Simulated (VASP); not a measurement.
# Zn2C (Fm-3m) in VASP: a series of runs

One crystal, Zn2C, is run at these levels: r2SCAN, HSE06; tasks: single point.

All numbers are computed with VASP 6.6.1; they aren't measurements. Logs are shortened: lines on timing, memory, paths and dates and some standing lists are left out, and cuts for length are marked.

## Step 1: Starting point

Symmetry: Fm-3m, No. 225, cubic system. The conventional cell has a = 5.156 Å, b = 5.156 Å, c = 5.156 Å, α = 90.00°, β = 90.00°, γ = 90.00°. C (site symmetry m-3m) is surrounded by 8 Zn at 2.23 Å. Zn (site symmetry -43m) has 4 C at 2.23 Å as nearest neighbours.

The cell was built by a generator and needn't be a form met in nature.

## Step 2: Single point, r2SCAN

POSCAR reads:

```
Zn2C
1.0
    0.0000000000      2.5779490272      2.5779490272
    2.5779490272      0.0000000000      2.5779490272
    2.5779490272      2.5779490272      0.0000000000
C Zn
1 2
Direct
    0.0000000000      0.0000000000      0.0000000000
    0.2500000000      0.2500000000      0.2500000000
    0.7500000000      0.7500000000      0.7500000000
```

INCAR.step1 reads:

```
  ALGO = Normal
  EDIFF = 1E-4
  ENCUT = 520
  GGA = PE
  ISMEAR = -1
  LASPH = T
  LCHARG = F
  LREAL = F
  LWAVE = T
  NBANDS = 21
  NELM = 100
  PREC = Accurate
  SIGMA = 0.02
```

INCAR.step2 reads:

```
  ALGO = Normal
  EDIFF = 1E-6
  ENCUT = 520
  ISIF = 2
  ISMEAR = -1
  ISTART = 1
  LASPH = T
  LCHARG = T
  LELF = T
  LMIXTAU = T
  LREAL = F
  LVHAR = T
  LWAVE = F
  METAGGA = R2SCAN
  NBANDS = 21
  NELM = 100
  PREC = Accurate
  SIGMA = 0.02
```

KPOINTS reads:

```
k-points
0
Gamma
  6 6 6
```

Potentials or basis: VASP PAW PBE potentials, release 64 (C, Zn).

Started as:

```
> cat potpaw_PBE.64/C/POTCAR potpaw_PBE.64/Zn/POTCAR > POTCAR
> cp INCAR.step1 INCAR
> mpirun -np 1 vasp_std > vasp.out
> cp INCAR.step2 INCAR
> mpirun -np 1 vasp_std > vasp.out
```

OUTCAR:

```text
EDIFF = 1E-6
   ENCUT = 520
   ISIF = 2
   ISMEAR = -1
   ISTART = 1
   LASPH = T
   LREAL = F
   METAGGA = R2SCAN
   NELM = 100
   PREC = Accurate

 ion  position               nearest neighbor table
   1  0.000  0.000  0.000-   3 2.23   3 2.23   3 2.23   2 2.23   3 2.23   2 2.23   2 2.23   2 2.23

   2  0.250  0.250  0.250-   1 2.23   1 2.23   1 2.23   1 2.23   3 2.58   3 2.58   3 2.58   3 2.58
                             3 2.58   3 2.58
   3  0.750  0.750  0.750-   1 2.23   1 2.23   1 2.23   1 2.23   2 2.58   2 2.58   2 2.58   2 2.58
                             2 2.58   2 2.58

  LATTYP: Found a face centered cubic cell.
 ALAT       =     5.1558980544

  Lattice vectors:

 A1 = (   0.0000000000,   2.5779490272,   2.5779490272)
 A2 = (   2.5779490272,   0.0000000000,   2.5779490272)
 A3 = (   2.5779490272,   2.5779490272,   0.0000000000)

Analysis of symmetry for initial positions (statically):
=====================================================================
 Subroutine PRICEL returns:
 Original cell was already a primitive cell.

 Routine SETGRP: Setting up the symmetry group for a
 face centered cubic supercell.

 Subroutine GETGRP returns: Found 48 space group operations
 (whereof 48 operations were pure point group operations)
 out of a pool of 48 trial point group operations.

The static configuration has the point symmetry O_h .

Analysis of symmetry for dynamics (positions and initial velocities):
=====================================================================
 Subroutine PRICEL returns:
 Original cell was already a primitive cell.

 Routine SETGRP: Setting up the symmetry group for a
 face centered cubic supercell.

 Subroutine GETGRP returns: Found 48 space group operations
 (whereof 48 operations were pure point group operations)
 out of a pool of 48 trial point group operations.

The dynamic configuration has the point symmetry O_h .

 Subroutine INISYM returns: Found 48 space group operations
 (whereof 48 operations are pure point group operations),
 and found     1 'primitive' translations

----------------------------------------------------------------------------------------

                                     Primitive cell

  volume of cell :      34.2652

  direct lattice vectors                    reciprocal lattice vectors
     0.000000000  2.577949027  2.577949027    -0.193952632  0.193952632  0.193952632
     2.577949027  0.000000000  2.577949027     0.193952632 -0.193952632  0.193952632
     2.577949027  2.577949027  0.000000000     0.193952632  0.193952632 -0.193952632

  length of vectors
     3.645770477  3.645770477  3.645770477     0.335935814  0.335935814  0.335935814

  position of ions in fractional coordinates (direct lattice)
     0.000000000  0.000000000  0.000000000
     0.250000000  0.250000000  0.250000000
     0.750000000  0.750000000  0.750000000

  ion indices of the primitive-cell ions
   primitive index   ion index
                 1           1
                 2           2
                 3           3

----------------------------------------------------------------------------------------

 KPOINTS: k-points

Automatic generation of k-mesh.
 Grid dimensions read from file:
 generate k-points for:    6    6    6

 Generating k-lattice:

  Cartesian coordinates                     Fractional coordinates (reciprocal lattice)
    -0.032325439  0.032325439  0.032325439     0.166666667  0.000000000  0.000000000
     0.032325439 -0.032325439  0.032325439     0.000000000  0.166666667  0.000000000
     0.032325439  0.032325439 -0.032325439     0.000000000  0.000000000  0.166666667

  Length of vectors
     0.055989302  0.055989302  0.055989302

  Shift w.r.t. Gamma in fractional coordinates (k-lattice)
     0.000000000  0.000000000  0.000000000

 Subroutine IBZKPT returns following result:
 ===========================================

 Found     16 irreducible k-points:

 Following reciprocal coordinates:
            Coordinates               Weight
  0.000000  0.000000  0.000000      1.000000
  0.166667  0.000000  0.000000      8.000000
  0.333333  0.000000  0.000000      8.000000
  0.500000  0.000000  0.000000      4.000000
  0.166667  0.166667  0.000000      6.000000
  0.333333  0.166667  0.000000     24.000000
[... 8 lines left out ...]
 -0.333333  0.333333  0.166667     24.000000
 -0.333333  0.500000  0.166667     12.000000
   k-points           NKPTS =     16   k-points in BZ     NKDIM =     16   number of bands    NBANDS=     21
   number of dos      NEDOS =    301   number of ions     NIONS =      3
   total plane-waves  NPLWV =  21952
   dimension x,y,z NGX =    28 NGY =   28 NGZ =   28
   dimension x,y,z NGXF=    56 NGYF=   56 NGZF=   56
   ions per type =               1   2
   NGX,Y,Z   is equivalent  to a cutoff of  12.77, 12.77, 12.77 a.u.
   NGXF,Y,Z  is equivalent  to a cutoff of  25.54, 25.54, 25.54 a.u.
 SYSTEM =  unknown system
   PREC   = accura    normal or accurate (medium, high low for compatibility)
   ISTART =      1    job   : 0-new  1-cont  2-samecut
   ICHARG =      0    charge: 1-file 2-atom 10-const
   ISPIN  =      1    spin polarized calculation?
   LNONCOLLINEAR =      F non collinear calculations
   LSORBIT =      F    spin-orbit coupling
   LASPH  =      T    aspherical Exc in radial PAW
   ENCUT  =  520.0 eV  38.22 Ry    6.18 a.u.   6.78  6.78  6.78*2*pi/ulx,y,z
   NELM   =    100;   NELMIN=  2; NELMDL=  0     # of ELM steps
   EDIFF  = 0.1E-05   stopping-criterion for ELM
   LREAL  =      F    real-space projection
   EDIFFG = 0.1E-04   stopping-criterion for IOM
   NSW    =      0    number of steps for IOM
   IBRION =     -1    ionic relax: 0-MD 1-quasi-New 2-CG
   NFREE  =      0    steps in history (QN), initial steepest desc. (CG)
   ISIF   =      2    stress and relaxation
   ISYM   =      2    0-nonsym 1-usesym 2-fastsym
   POTIM  = 0.5000    time-step for ionic-motion
   TEBEG  =    0.0;   TEEND  =   0.0 temperature during run
   PSTRESS=    0.0 pullay stress
   NELECT =      28.0000    total number of electrons
   NUPDOWN=      -1.0000    fix difference up-down
   EMIN   =  10.00;   EMAX   =-10.00  energy-range for DOS
   EFERMI =   0.00;   METHOD = LEGACY
   ISMEAR =    -1;   SIGMA  =   0.02  broadening in eV -4-tet -1-fermi 0-gaus
   EFERMI_NEDOS =   21; number of points for ismear=-14 and -15
   IALGO  =     38    algorithm
   IMIX   =      4    mixing-type and parameters
     AMIX     =   0.40;   BMIX     =  1.00
     AMIX_MAG =   1.60;   BMIX_MAG =  1.00
  volume/ion in A,a.u.               =      11.42        77.08
  Fermi-wavevector in a.u.,A,eV,Ry     =   1.530535  2.892291 31.872144  2.342537
  Thomas-Fermi vector in A             =   2.638004
   LORBIT       =      0    0 simple, 1 ext, 2 COOP (PROOUT), +10 PAW based schemes
   METAGGA = R2SCAN    functional components
   LHFCALC =     F    Hartree Fock is set to
   AEXX    =    0.0000 exact exchange contribution
   IVDW    =     0    specifies the selected vdW correction
   LEPSILON=     F    determine dielectric tensor
   LRPA    =     F    only Hartree local field effects (RPA)
 non-spin polarized calculation
  energy-cutoff  :      520.00
  volume of cell :       34.27
 maximum number of plane-waves:       941
   NGX = 13   NGY = 13   NGZ = 13

 number of electron      27.9999984 magnetization

 Free energy of the ion-electron system (eV)
  ---------------------------------------------------
  ext. energy  EPLUGINS =         0.00000000
  ---------------------------------------------------
  free energy    TOTEN  =       -25.81173098 eV

  energy without entropy =      -25.81161617  energy(sigma->0) =      -25.81167357

 E-fermi :   4.6646     XC(G=0): -13.0225

 val. band max:        4.5914560552   @ k =   0.0000   0.0000   0.0000
 cond. band min:       4.7147053845   @ k =   0.0000   0.0000   0.0000
 fundamental gap:      0.1232493293
 Fermi energy:         4.6645937041

 k-point     1 :       0.0000    0.0000    0.0000
  band No.  band energies     occupation
      1     -10.1768      2.00000
      2      -4.4645      2.00000
      3      -4.4645      2.00000
      4      -4.4645      2.00000
      5      -4.2229      2.00000
      6      -4.2229      2.00000
[... 13 lines left out ...]
     20      16.2765      0.00000
     21      16.2765      0.00000

 k-point     2 :       0.1667    0.0000    0.0000
  band No.  band energies     occupation
      1      -9.8170      2.00000
      2      -4.4740      2.00000
      3      -4.3741      2.00000
      4      -4.3741      2.00000
      5      -4.1161      2.00000
      6      -4.1161      2.00000
[... 13 lines left out ...]
     20      14.8924      0.00000
     21      14.9522      0.00000

 k-point     3 :       0.3333    0.0000    0.0000
  band No.  band energies     occupation
      1      -8.9240      2.00000
      2      -4.3858      2.00000
      3      -4.1413      2.00000
      4      -4.1412      2.00000
      5      -3.8262      2.00000
      6      -3.8262      2.00000
[... 13 lines left out ...]
     20      15.4027      0.00000
     21      15.4028      0.00000
[... 265 lines left out ...]
 k-point    15 :      -0.3333    0.3333    0.1667
  band No.  band energies     occupation
      1      -7.9089      2.00000
      2      -4.1786      2.00000
      3      -4.1439      2.00000
      4      -3.8839      2.00000
      5      -3.6104      2.00000
      6      -3.5947      2.00000
[... 13 lines left out ...]
     20      15.8279      0.00000
     21      20.0538      0.00000

 k-point    16 :      -0.3333    0.5000    0.1667
  band No.  band energies     occupation
      1      -7.7486      2.00000
      2      -4.5347      2.00000
      3      -4.0196      2.00000
      4      -3.8708      2.00000
      5      -3.8416      2.00000
      6      -3.4572      2.00000
[... 13 lines left out ...]
     20      17.2297      0.00000
     21      21.0778      0.00000

------------------------ aborting loop because EDIFF is reached ----------------------------------------

  FORCE on cell =-STRESS in cart. coord.  units (eV):
  Direction    XX          YY          ZZ          XY          YZ          ZX
  --------------------------------------------------------------------------------------
  -------------------------------------------------------------------------------------
  Total        0.1109356      0.1109356      0.1109356      0.0000000      0.0000000     -0.0000000
  in kB        5.1871451      5.1871451      5.1871451      0.0000000      0.0000000     -0.0000000
  external PRESSURE =       5.1871451 kB  Pullay stress =       0.0000000 kB

 VOLUME and BASIS-vectors are now :
 -----------------------------------------------------------------------------
  energy-cutoff  :      520.00
  volume of cell :       34.27
      direct lattice vectors                 reciprocal lattice vectors
     0.000000000  2.577949027  2.577949027    -0.193952632  0.193952632  0.193952632
     2.577949027  0.000000000  2.577949027     0.193952632 -0.193952632  0.193952632
     2.577949027  2.577949027  0.000000000     0.193952632  0.193952632 -0.193952632

 POSITION                                       TOTAL-FORCE (eV/Angst)
 -----------------------------------------------------------------------------------
      0.00000      0.00000      0.00000        -0.000000     -0.000000      0.000000
      1.28897      1.28897      1.28897        -0.000000      0.000000     -0.000000
      3.86692      3.86692      3.86692         0.000000     -0.000000      0.000000
 -----------------------------------------------------------------------------------
    total drift:                                0.000000      0.000000      0.000000

  FREE ENERGIE OF THE ION-ELECTRON SYSTEM (eV)
  ---------------------------------------------------
  free  energy   TOTEN  =       -25.8117309806 eV

  energy  without entropy=      -25.8116161677  energy(sigma->0) =      -25.81167357
```

Run time: 60 s. Hardware: 1 thread of Intel Xeon Platinum 8488C (Sapphire Rapids), shared host; peak memory 0.16 GiB.

Results:

```yaml
Free_energy: -25.8117 eV
Pressure: 0.5 GPa
Band_gap_on_the_k_mesh: 0.12 eV, direct
```

Levels at points of the mesh, in eV from the valence-band top:
```tsv
k point	band 12	band 13	band 14	band 15	band 16	band 17
(0.00, 0.00, 0.00)	0.00	0.00	0.00	0.12	4.54	4.54
(0.50, 0.00, 0.00)	-7.31	-1.20	-1.20	1.13	5.48	5.48
(0.50, 0.50, 0.00)	-5.50	-3.90	-3.90	1.12	1.89	8.17
```

Caveat: the PAW data sets were made with another functional, which shifts forces and pressure a little.

## Step 3: Single point, HSE06

POSCAR is that of step 2.

INCAR.step1 reads:

```
ALGO = Normal
EDIFF = 1E-5
ENCUT = 520
GGA = PE
ISIF = 2
ISMEAR = -1
LASPH = T
LCHARG = F
LREAL = F
LWAVE = T
NBANDS = 21
NELM = 100
PREC = Accurate
SIGMA = 0.02
```

INCAR.step2 reads:

```
ALGO = Normal
EDIFF = 1E-6
ENCUT = 520
GGA = PE
HFSCREEN = 0.2079
ISIF = 2
ISMEAR = -1
ISTART = 1
LASPH = T
LCHARG = F
LHFCALC = T
LREAL = F
LWAVE = F
NBANDS = 21
NELM = 100
PREC = Accurate
PRECFOCK = Normal
SIGMA = 0.02
```

KPOINTS reads:

```
k-points
0
Gamma
  4 4 4
```

Potentials or basis: VASP PAW PBE potentials, release 64 (C, Zn).

Started as:

```
> cat potpaw_PBE.64/C/POTCAR potpaw_PBE.64/Zn/POTCAR > POTCAR
> cp INCAR.step1 INCAR
> mpirun -np 1 vasp_std > vasp.out
> cp INCAR.step2 INCAR
> mpirun -np 1 vasp_std > vasp.out
```

It took 18 min on 1 thread of Intel Xeon Platinum 8488C (Sapphire Rapids), shared host; peak memory 0.26 GiB.

The run converged. Its results:

```yaml
Free_energy: -10.8649 eV
Pressure: 1.6 GPa
Band_gap_on_the_k_mesh: 0.82 eV, direct
```

Levels at points of the mesh, in eV from the valence-band top:
```tsv
k point	band 11	band 12	band 13	band 14	band 15	band 16	band 17	band 18
(0.00, 0.00, 0.00)	-8.67	0.00	0.00	0.00	0.82	5.13	5.13	5.13
(0.50, 0.00, 0.00)	-8.75	-8.36	-1.30	-1.30	1.86	6.04	6.04	7.08
(0.50, 0.50, 0.00)	-8.70	-6.27	-4.10	-4.10	1.49	2.54	9.17	10.62
```

Caveat: the k mesh is coarse (spacing up to 0.53 Å⁻¹), so the values aren't converged, least of all with exact exchange; the PAW data sets were made with another functional, which shifts forces and pressure a little.
